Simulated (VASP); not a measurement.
```yaml
crystal:
  lattice:
    - [0.00000, 2.62382, 2.62382]
    - [2.62382, 0.00000, 2.62382]
    - [2.62382, 2.62382, 0.00000]
  atoms:
    - { symbol: Zn, position: [0.00000, 0.00000, 0.00000] }
    - { symbol: S, position: [0.25000, 0.25000, 0.25000] }
```

All values below come from PBE GGA, VASP's PBE PAW potentials (set 64) (plane waves; VASP). Numerical set-up: 500 eV cut-off, 9×9×9 Γ-centred mesh, Gaussian smearing of 0.050 eV, potentials Zn S.

Task: What does the run give for the energy per atom (σ→0), pressure, band gap (on the k-mesh) with the smallest direct gap where there is one?

Result: 
```yaml
band gap (on the k-mesh): 2.51 eV
smallest direct gap (on the k-mesh): 2.51 eV
energy per atom (σ→0): -324.7 kJ/mol of atoms
pressure: 9.95 GPa
```

The compound is ZnS in the zinc blende structure. It was relaxed first under an external pressure of 10 GPa.
